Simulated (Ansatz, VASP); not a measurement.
## Cross-check of GaMoPt (GaMoPt in the AlB2 type) between VASP and Ansatz

Wanted: the spread between two codes on one cell, functional and k mesh. The cell is generated by rule, not measured, and may not be a known phase. Of the first pair: The two relaxations start from unlike cells of this crystal (the structure described is Ansatz's start), so only their ends are compared.

Calculated with Ansatz 0.2.0; plane waves, with VASP 6.6.1 beside it; relaxation of cell and atoms at PBE and zone-centre phonons at PBE.

**1. The structure**

It takes space group P-6m2 (No. 187, hexagonal). The conventional cell has a = 3.810 Å, b = 3.810 Å, c = 4.000 Å, α = 90.00°, β = 90.00°, γ = 120.00°. Nearest to Mo lie 6 Pt at 2.97 Å and 6 Ga at 2.97 Å. Nearest to Ga lie 3 Pt at 2.20 Å and 6 Mo at 2.97 Å. Nearest to Pt lie 3 Ga at 2.20 Å and 6 Mo at 2.97 Å. Farther neighbours are not listed.

As a file:

```cif
data_structure
_symmetry_space_group_name_H-M 'P 1'
_symmetry_Int_Tables_number 1
_cell_length_a 3.8099
_cell_length_b 3.8099
_cell_length_c 4.0004
_cell_angle_alpha 90.000
_cell_angle_beta 90.000
_cell_angle_gamma 120.000
_cell_volume 50.29
loop_
_atom_site_label
_atom_site_type_symbol
_atom_site_fract_x
_atom_site_fract_y
_atom_site_fract_z
_atom_site_occupancy
Mo1 Mo 0.00000 0.00000 0.00000 1
Ga2 Ga 0.33333 0.66667 0.50000 1
Pt3 Pt 0.66667 0.33333 0.50000 1
```

**2. Ansatz: relaxation of cell and atoms, PBE**

Ansatz runs on its PAW soft_1 files.

The relaxed volume is the usual yardstick between codes: in a stiff, nearly cubic crystal its relative difference is about their pressure difference at one cell divided by the bulk modulus.

File input.yaml:

```yaml
crystal:
  lattice:
    - [3.80989, 0.0, 0.0]
    - [-1.90494, 3.29946, 0.0]
    - [0.0, 0.0, 4.00038]
  atoms:
    - { symbol: Mo, position: [0.0, 0.0, 0.0] }
    - { symbol: Ga, position: [0.33333333, 0.66666667, 0.5] }
    - { symbol: Pt, position: [0.66666667, 0.33333333, 0.5] }
kpoints:
  mp_grid: { grid: [6, 6, 6] }
hamiltonian:
  xc: pbe
  pseudopotentials: { kind: paw, azcp: { folder: soft_1 } }
scf:
  occupations: { method: gaussian, width: 0.1 }
output:
  forces: true
  stress: true
  eigenvalues: true
relax:
  adjacent_minimum: "off"
  f_tol: 0.05
  max_steps: 80
  cell: { stress_tol: 0.5 }
```

Started as:

```bash
$ ansatz run input.yaml --threads 4 --pin off --max-ram 12288MiB --backend cpu --events-out ev --progress --plain --runs-dir out
```

Numbers of over 12 decimals in the logs are rounded to 6 here.

The log of the run:

```text
The last accepted step is kept in <dir> (removed where the run ends without a failure and the disk answers)
Engine: ansatz 0.2.0, aarch64-unknown-linux-gnu
Pseudopotentials: kind: paw
Pseudopotential: Mo, paw, valence charge 14, recommended cutoff 420 eV (normal), soft_1/Mo.paw.azcp
Pseudopotential: Ga, paw, valence charge 13, recommended cutoff 420 eV (normal), soft_1/Ga.paw.azcp
Pseudopotential: Pt, paw, valence charge 18, recommended cutoff 420 eV (normal), soft_1/Pt.paw.azcp
Functional definition: PBE
  parameter kappa = 0.804
  parameter beta = 0.066725
  exchange = pbe_x(kappa = kappa, mu = beta*pi^2/3)
  correlation = pbe_c(beta = beta)
Crystal: 3 atoms, lattice volume = 50.287 Å³
Basis set: ecut = 420 eV, 985 PW (Γ), exchange–correlation on 54×54×54 points (8 copies of the dense FFT grid, shifted against one another)
Bands: 27, of which v1, the nominal top of the filled ones, is band 23 counted from 1 (22 counted from 0)
Symmetry: 12 space group operations
Space group: P-6m2 (ITA 187), of the structure as read, at distance tolerance 3.7e-5 Å
k-points: 28 of 216 (time reversal used)
Non-local potential: Mo, projectors of the file, l = 0: 3, l = 1: 2, l = 2: 2, l = 3: 1
Non-local potential: Ga, projectors of the file, l = 0: 2, l = 1: 2, l = 2: 3, l = 3: 1
Non-local potential: Pt, projectors of the file, l = 0: 3, l = 1: 2, l = 2: 2, l = 3: 1
PAW form: soft (Blöchl's): semilocal exchange-correlation on the pseudo side does not see the compensation charge
PAW one-centre angular grid: Mo, 590 points (default); XC on 64 Gauss nodes
PAW one-centre angular grid: Ga, 590 points (default); XC on 64 Gauss nodes
PAW one-centre angular grid: Pt, 590 points (default); XC on 64 Gauss nodes
Initial density: superposition of atomic densities (chi_scale 0.1, normalization cell, long waves kept (reshape's long-wave potential 0.00 eV rms))
Initial wavefunctions: pseudopotential atomic-orbital guess
Functional: x = pbe(κ = 0.804, μ = 0.219515), c = pbe(β = 0.066725)
SCF iter   1: F=—  HF=-21264.318468 eV  |F-HF|=—  |Δ(HF+E_count)|=         —  Δρ=1.18e-1  dr2=1.02e1  ethr=3.10e-3  ⟨swp⟩=5.0  Hψ=2722  notcnv=0
preconditioner: auto → Kerker (q_TF=auto, 2.678 Å⁻¹)  [metal: Δε(μ)=0.037 eV  Ē_g=11.061 eV  σ=0.100 eV  W_gap=0.20  n_scr=20 (ndim 8)  ℏωp=28.2 eV  f_vac=0.000  D(μ)=3.76/eV (n_scr^D=52)]
SCF iter   2: F=—  HF=-21262.561690 eV  |F-HF|=—  |Δ(HF+E_count)|=    1.76e0  Δρ=6.36e-2  dr2=3.42e0  ethr=3.10e-3  ⟨swp⟩=3.0  Hψ=1678  notcnv=0  defer=3
SCF iter   3: F=—  HF=-21261.861592 eV  |F-HF|=—  |Δ(HF+E_count)|=   7.00e-1  Δρ=1.53e-2  dr2=1.27e-1  ethr=3.10e-3  ⟨swp⟩=2.1  Hψ=1295  notcnv=0  defer=3
SCF iter   4: F=—  HF=-21261.806843 eV  |F-HF|=—  |Δ(HF+E_count)|=   5.47e-2  Δρ=6.51e-3  dr2=1.43e-2  ethr=2.83e-4  ⟨swp⟩=2.0  Hψ=1504  notcnv=0  defer=5
SCF iter   5: F=—  HF=-21261.801039 eV  |F-HF|=—  |Δ(HF+E_count)|=   5.80e-3  Δρ=2.38e-3  dr2=4.27e-3  ethr=3.17e-5  ⟨swp⟩=2.9  Hψ=1353  notcnv=0  defer=5
SCF iter   6: F=—  HF=-21261.800638 eV  |F-HF|=—  |Δ(HF+E_count)|=   4.01e-4  Δρ=6.07e-4  dr2=2.08e-4  ethr=9.49e-6  ⟨swp⟩=2.0  Hψ=1107  notcnv=0  defer=5
SCF iter   7: F=—  HF=-21261.800606 eV  |F-HF|=—  |Δ(HF+E_count)|=   3.16e-5  Δρ=9.92e-5  dr2=5.46e-6  ethr=4.61e-7  ⟨swp⟩=2.0  Hψ=992  notcnv=0  defer=5
SCF iter   8: F=—  HF=-21261.800651 eV  |F-HF|=—  |Δ(HF+E_count)|=   4.48e-5  Δρ=2.80e-5  dr2=7.72e-7  ethr=1.21e-8  ⟨swp⟩=2.1  Hψ=1139  notcnv=0  defer=5
SCF iter   9: F=-21261.800651 eV  HF=-21261.800651 eV  |F-HF|=1.25e-8  |Δ(HF+E_count)|=   1.94e-7  Δρ=8.26e-6  dr2=4.42e-8  ethr=2.22e-10  ⟨swp⟩=3.8  Hψ=3083  notcnv=0
SCF 1 converged in 9 iterations: F = -21261.800651 eV  dr2 = 4.42e-8
  greatest PAW one-centre occupation: 1.000 electrons in one spin orbital (limit 2), on the Pt atom at site 2 (counted from 0), in its partial waves of l = 0
relax step   1: F+E_penalty+E_count = -21261.80065079 eV  Δ(F+E_penalty+E_count) = +0.000e0 eV  max|allowed force component| = 1.295e-16 eV/Å  Δτ_max = 0.0000 Å  P = +16.138 GPa  Ω = 50.287 Å³  (9 SCF iters, dr2 threshold 1.00e-7 eV, accepted)
[...]
relax step  10: F+E_penalty+E_count = -21264.38912171 eV  Δ(F+E_penalty+E_count) = -1.533e-2 eV  max|allowed force component| = 2.274e-17 eV/Å  Δτ_max = 0.0000 Å  P = +0.763 GPa  Ω = 45.865 Å³  stress off target by 1.10e0 GPa  SCF on the basis re-selected at this cell (its energy is not comparable with the rows above)  (6 SCF iters)
[...]
relax step  11: F+E_penalty+E_count = -21264.38976357 eV  Δ(F+E_penalty+E_count) = -6.419e-4 eV  max|allowed force component| = 2.082e-17 eV/Å  Δτ_max = 0.0000 Å  P = +0.001 GPa  Ω = 46.020 Å³  energy of the carried Pulay correction = -6.032e-5 eV  (6 SCF iters, dr2 threshold 3.00e-7 eV, accepted)
[...]
relax step  12: F+E_penalty+E_count = -21264.38982394 eV  Δ(F+E_penalty+E_count) = -6.037e-5 eV  max|allowed force component| = 3.585e-17 eV/Å  Δτ_max = 0.0000 Å  P = +0.001 GPa  Ω = 46.020 Å³  stress off target by 3.50e-2 GPa  SCF on the basis re-selected at this cell (its energy is not comparable with the rows above)  (8 SCF iters)
basis re-selected at this cell: Δ(F+E_penalty+E_count) = -6.037e-5 eV, ΔP = -0.001 GPa vs the last step (what re-selecting the basis moved, of the pressure what is left beyond the Pulay correction that the steps carried, after the strain that the cell walked since its last selection, with what the two solves' SCF thresholds leave and, on support functions, any second-order correction that the steps lacked; it is no m [...]
SCF converged after 8 iterations
Free energy (F): -21264.389824 eV
Harris-Foulkes:  -21264.389824 eV  (|F-HF|=0.00e0)
Internal energy: -21264.374539 eV  (E = F + TS)
E sigma→0 (E₀):  -21264.382181 eV
Entropy (-TS):   -0.015285 eV (-5.095 meV/atom)
Fermi energy:    19.394062 eV
--- Per-component energies (eV) ---
  E_band       = -212.238827
  E_kinetic    = 1129.625452
  E_local      = -3437.357608  (includes V_loc(G=0)·N_el)
  E_nonlocal   = 259.698473
  E_hartree    = 1634.514886
  E_xc         = -472.323217
  E_vxc        = -547.792899  (∫ρ·V_xc dr)
  E_paw        = -14687.767148  (= ΣΔE_a)
  E_vpaw       = -885.442989  (= ΣTr[D̂ρ^β])
  E_aug_tail   = 0.000973  (compensation charges beyond the density's cutoff)
  E_ewald      = -5690.766351
  E_smearing   = -0.015285  (= −TS)
  E_closure    = 0.000000  (closes the sum)
  Σ components = -21264.389824   (vs F -21264.389824, Δ=0.00e0)
--- Forces (eV/Å), atoms counted from 1 ---
  atom   1  Mo    -0.00000000    -0.00000000    -0.00000000
  atom   2  Ga    -0.00000000    -0.00000000    -0.00000000
  atom   3  Pt    -0.00000000    -0.00000000     0.00000000
  max |Σ_I F_I| component: 8.67e-17 eV/Å
--- Stress (GPa, compression-positive) ---
        0.018513       0.000000       0.000000
        0.000000       0.018513       0.000000
        0.000000       0.000000      -0.034963
  P = ⅓ Tr σ = 0.0007 GPa (0.007 kbar)
--- Band table (eV; the first three rows and the last of 28) ---
  k-point 0: bands = [... 19 lower, 16.6912, 16.6976, 16.6976, 20.7226, 20.7226, 20.8635, 24.0927, 24.0927]
  k-point 1: bands = [... 19 lower, 17.2579, 17.7416, 17.7416, 20.0012, 20.0012, 21.1331, 24.3542, 25.2754]
  k-point 2: bands = [... 19 lower, 18.5617, 18.5617, 19.0846, 19.6150, 19.6150, 21.8295, 22.3406, 24.5632]
  k-point 27: bands = [... 19 lower, 16.7987, 17.9229, 18.9314, 18.9464, 21.1434, 21.3271, 21.9422, 21.9767]
--- Relaxed structure (10 steps of the walk, 10 accepted, 2 SCFs on fresh bases) ---
  F+E_penalty+E_count = -21264.38982394 eV   max|allowed force component| = 3.585e-17 eV/Å   (the final SCF, on the basis selected at the relaxed cell)
  cell:  # Å, volume = 46.0203 Å³
    - [4.379263, -3.3181658604849332e-6, 0]
    - [-2.189629, 3.792555, -9.640262216280182e-18]
    - [0, -1.1688181210994462e-17, 2.770871]
  atoms:
    - { symbol: Mo, position: [0, 0, 0] }
    - { symbol: Ga, position: [0.333333, 0.666667, 0.500000] }
    - { symbol: Pt, position: [0.666667, 0.333333, 0.500000] }
```

**3. VASP: relaxation of cell and atoms, PBE**

Its own start cell and the same functional, mesh and smearing now go to VASP, with its own data sets.

Lines of VASP's logs that name or quote its potential files are left out, and so is its time.

File INCAR:

```
SYSTEM = GaMoPt
PREC = Accurate
ENCUT = 500
EDIFF = 1E-07
NELM = 120
ISMEAR = 0
SIGMA = 0.1
LREAL = .FALSE.
ALGO = Normal
GGA = PE
NBANDS = 24
LASPH = .TRUE.
LORBIT = 11
LWAVE = .FALSE.
LCHARG = .FALSE.
ISIF = 3
IBRION = 2
NSW = 80
EDIFFG = -0.005
GGA_COMPAT = .FALSE.
NELMIN = 4
KPAR = 2
```

File POSCAR:

```
GaMoPt
1.0
    4.3772076167     -0.0000034630      0.0000000000
   -2.1886009502      3.7907744959      0.0000000000
    0.0000000000      0.0000000000      2.7721503969
Mo Ga Pt
1 1 1
Direct
    0.0000000000      0.0000000000      0.0000000000
    0.3333333333      0.6666666667      0.5000000000
    0.6666666667      0.3333333333      0.5000000000
```

File KPOINTS:

```
Automatic mesh
0
Gamma
6 6 6
0 0 0
```

PAW data sets: Mo_sv, Ga_d and Pt (PBE family, release 64).

Started as:

```bash
$ mpirun -np 2 vasp_std
```

The log of the run:

```text
[banner, memory and clock lines left out]
running    2 mpi-ranks, on    1 nodes
 distrk:  each k-point on    1 cores,    2 groups
 distr:  one band on    1 cores,    1 groups

 POSCAR found type information on POSCAR MoGaPt
 POSCAR found :  3 types and       3 ions
 LDA part: xc-table for (Slater+PW92), standard interpolation
 POSCAR, INCAR and KPOINTS ok, starting setup
 FFT: planning ... GRIDC
 FFT: planning ... GRID_SOFT
 FFT: planning ... GRID
 WAVECAR not read
 entering main loop
       N       E                     dE             d eps       ncg     rms          rms(c)
DAV:   1     0.315604944251E+03    0.31560E+03   -0.18006E+04  1416   0.227E+03
DAV:   2    -0.133715512173E+01   -0.31694E+03   -0.30830E+03  1528   0.540E+02
DAV:   3    -0.216139938078E+02   -0.20277E+02   -0.19954E+02  1584   0.113E+02
DAV:   4    -0.219779686721E+02   -0.36397E+00   -0.36345E+00  1560   0.161E+01
DAV:   5    -0.219850334968E+02   -0.70648E-02   -0.70645E-02  1600   0.222E+00    0.163E+01
DAV:   6    -0.206651355533E+02    0.13199E+01   -0.49325E+00  1400   0.149E+01    0.539E+00
DAV:   7    -0.205734485040E+02    0.91687E-01   -0.33794E-01  1776   0.641E+00    0.225E+00
DAV:   8    -0.205507672395E+02    0.22681E-01   -0.19192E-01  1496   0.278E+00    0.186E+00
DAV:   9    -0.205346665161E+02    0.16101E-01   -0.45383E-02  1512   0.130E+00    0.331E-01
DAV:  10    -0.205339554917E+02    0.71102E-03   -0.26637E-03  1576   0.599E-01    0.112E-01
DAV:  11    -0.205339535456E+02    0.19460E-05   -0.10682E-04  1816   0.885E-02    0.459E-02
DAV:  12    -0.205339520288E+02    0.15168E-05   -0.34713E-05  1768   0.534E-02    0.939E-03
DAV:  13    -0.205339529030E+02   -0.87419E-06   -0.27437E-06  1488   0.123E-02    0.290E-03
DAV:  14    -0.205339525881E+02    0.31487E-06   -0.14593E-07  1040   0.349E-03    0.511E-04
DAV:  15    -0.205339525721E+02    0.16050E-07   -0.22298E-08   752   0.144E-03
   1 F= -.20533953E+02 E0= -.20526273E+02  d E =-.205340E+02
[...]
2 F= -.20533837E+02 E0= -.20526057E+02  d E =0.115104E-03
[...]
3 F= -.20534050E+02 E0= -.20526331E+02  d E =-.971025E-04
[...]
4 F= -.20534050E+02 E0= -.20526328E+02  d E =-.971534E-04
[...]
5 F= -.20534065E+02 E0= -.20526349E+02  d E =-.148223E-04
 trial-energy change:   -0.000015  1 .order   -0.000015   -0.000048    0.000018
 step:   0.6427(harm=  0.6427)  dis= 0.00000  next Energy=   -20.534067 (dE=-0.176E-04)
 bond charge predicted
       N       E                     dE             d eps       ncg     rms          rms(c)
DAV:   1    -0.205340911005E+02   -0.26590E-04   -0.77705E-04  1352   0.235E-01    0.323E-02
DAV:   2    -0.205340715348E+02    0.19566E-04   -0.41540E-05  1648   0.560E-02    0.122E-02
DAV:   3    -0.205340678768E+02    0.36579E-05   -0.86219E-06  1920   0.237E-02    0.670E-03
DAV:   4    -0.205340671682E+02    0.70865E-06   -0.26788E-06  1448   0.109E-02    0.368E-03
DAV:   5    -0.205340667617E+02    0.40652E-06   -0.35213E-07  1216   0.466E-03    0.101E-03
DAV:   6    -0.205340666973E+02    0.64386E-07   -0.45476E-08   712   0.156E-03
   6 F= -.20534067E+02 E0= -.20526350E+02  d E =-.169718E-04
 curvature:  -0.37 expect dE=-0.654E-07 dE for cont linesearch -0.324E-09
 trial: gam=-0.02201 g(F)=  0.183E-44 g(S)=  0.178E-06 ort = 0.235E-06 (trialstep = 0.835E+00)
 search vector abs. value=  0.198E-06
 reached required accuracy - stopping structural energy minimisation
```

OUTCAR, selected parts (step 3):

```text
ion  position               nearest neighbor table
   1  0.000  0.000  0.000-   2 2.88   2 2.88   3 2.88   3 2.88   3 2.88   3 2.88   2 2.88   2 2.88
                             2 2.88   3 2.88   2 2.88   3 2.88
   2  0.333  0.667  0.500-   3 2.53   3 2.53   3 2.53   1 2.88   1 2.88   1 2.88   1 2.88   1 2.88
                             1 2.88
   3  0.667  0.333  0.500-   2 2.53   2 2.53   2 2.53   1 2.88   1 2.88   1 2.88   1 2.88   1 2.88
                             1 2.88

  LATTYP: Found a hexagonal cell.
 ALAT       =     4.3772076167
 C/A-ratio  =     0.6333148070

 Subroutine GETGRP returns: Found 12 space group operations
 (whereof 12 operations were pure point group operations)

The static configuration has the point symmetry D_3h.

 Found     28 irreducible k-points:

   k-points           NKPTS =     28   k-points in BZ     NKDIM =     28   number of bands    NBANDS=     24

   dimension x,y,z NGX =    32 NGY =   32 NGZ =   20
   dimension x,y,z NGXF=    64 NGYF=   64 NGZF=   40

   ENCUT  =  500.0 eV  36.75 Ry    6.06 a.u.   7.98  7.98  5.05*2*pi/ulx,y,z

   NELECT =      37.0000    total number of electrons

 k-points in reciprocal lattice and weights: Automatic mesh
   0.00000000  0.00000000  0.00000000       0.005
   0.16666667  0.00000000  0.00000000       0.028
   0.33333333  0.00000000  0.00000000       0.028
   0.50000000  0.00000000  0.00000000       0.014
   0.16666667  0.16666667  0.00000000       0.028
   0.33333333  0.16666667  0.00000000       0.056
   0.33333333  0.33333333  0.00000000       0.009
   0.00000000  0.00000000  0.16666667       0.009
   0.16666667  0.00000000  0.16666667       0.056
[...]
0.33333333  0.16666667  0.50000000       0.056
   0.33333333  0.33333333  0.50000000       0.009

 average (electrostatic) potential at core
       1 -71.4233       2 -59.7077       3 -64.1639

 E-fermi :  10.8238

 k-point     1 :       0.0000    0.0000    0.0000
  band No.  band energies     occupation
    ...
     14       7.6945      2.00000
     15       8.1277      2.00000
     16       8.1277      2.00000
     17       8.1300      2.00000
     18       8.1300      2.00000
     19      12.1560      0.00000
     20      12.1560      0.00000
     21      12.2775      0.00000
     22      15.5154      0.00000
     23      15.5154      0.00000
    ...

 k-point     2 :       0.1667    0.0000    0.0000
  band No.  band energies     occupation
    ...
     14       7.7055      2.00000
     15       7.9923      2.00000
     16       8.0999      2.00000
     17       8.1356      2.00000
     18       8.2117      2.00000
     19      12.0116      0.00000
     20      12.2086      0.00000
     21      12.8365      0.00000
     22      13.6142      0.00000
     23      13.7042      0.00000
    ...

 k-point     3 :       0.3333    0.0000    0.0000
  band No.  band energies     occupation
    ...
     14       6.8596      2.00000
     15       8.0463      2.00000
     16       8.1315      2.00000
     17       8.1341      2.00000
     18       8.5810      2.00000
     19      11.4313      0.00000
     20      11.5859      0.00000
     21      11.8151      0.00000
     22      12.3124      0.00000
     23      14.7139      0.00000
    ...

  Total       -0.0021904     -0.0021904     -0.0012230      0.0000000      0.0000000      0.0000000
  in kB       -0.0761959     -0.0761959     -0.0425450      0.0000000      0.0000000      0.0000000
  external PRESSURE =      -0.0649789 kB  Pullay stress =       0.0000000 kB

  energy-cutoff  :      500.00
  volume of cell :       46.06
      direct lattice vectors                 reciprocal lattice vectors
     4.381428674 -0.000003466  0.000000000     0.228236160  0.131771984  0.000000000
    -2.190711476  3.794430040 -0.000000000     0.000000209  0.263544313  0.000000000
    -0.000000000 -0.000000000  2.770379270    -0.000000000 -0.000000000  0.360961407

 POSITION                                       TOTAL-FORCE (eV/Angst)
 -----------------------------------------------------------------------------------
      0.00000      0.00000      0.00000        -0.000000      0.000000      0.000000
      0.00000      2.52962      1.38519         0.000000     -0.000000     -0.000000
      2.19072      1.26481      1.38519        -0.000000     -0.000000      0.000000
 -----------------------------------------------------------------------------------
    total drift:                                0.000001     -0.000001     -0.000000

  FREE ENERGIE OF THE ION-ELECTRON SYSTEM (eV)
  ---------------------------------------------------
  free  energy   TOTEN  =       -20.5340666973 eV

  energy  without entropy=      -20.5186341606  energy(sigma->0) =      -20.52635043

 reached required accuracy - stopping structural energy minimisation

 total charge
# of ion       s       p       d       tot
------------------------------------------
    1        2.277   6.144   3.853  12.273
    2        0.862   0.889  10.027  11.778
    3        0.702   0.714   8.037   9.453
--------------------------------------------------
tot          3.841   7.747  21.917  33.505

[... 3 further parts left out ...]
```

CONTCAR:

```
GaMoPt
   1.00000000000000
     4.3814286737579540   -0.0000034664963594    0.0000000000000000
    -2.1907114761086652    3.7944300396278052   -0.0000000000000000
    -0.0000000000000000   -0.0000000000000000    2.7703792700841823
  Mo              Ga              Pt
     1     1     1
Direct
     0.0000000000000000    0.0000000000000000    0.0000000000000000
     0.3333333332999970    0.6666666667000030    0.5000000000000000
     0.6666666667000030    0.3333333332999970    0.5000000000000000
```

This run has no spin polarisation. Its electron count is odd, so without a moment it is a metal by construction. The k-mesh is coarse for a metal. The run keeps the 12 symmetry operations of its start, so it cannot find a distortion of lower symmetry.

**4. Comparison**

Known differences besides the potentials themselves: the data sets hold 45 valence electrons in Ansatz (on its PAW soft_1 files) and 37 in VASP; the cutoff is 420 eV in Ansatz and 500 eV in VASP; Ansatz adds a Pulay correction to the stress that steers its cell, VASP none. Total energies have different zeros and are not compared.

Compared:

```tsv
quantity	Ansatz	VASP	difference
volume (Å³)	46.02	46.06	-0.08 %
edge a after relaxation, in the typed setting (Å)	4.379	4.381	-0.05 %
edge c after relaxation, in the typed setting (Å)	2.771	2.770	+0.02 %
```

(Continued in part 2 of 2.)

[Lines on the potential files, build, host, timing and source positions are cut from VASP's logs without a mark.]

[Logs are printed without paths, hosts, clocks, repeated set-up lines and the standing remarks that a program may print on its own settings, such as how far it seeks lower states.]

[Hosts, paths, dates, database ids (printed as entryN), source tags and the programs' standing remarks are cut or masked in the printed files.]
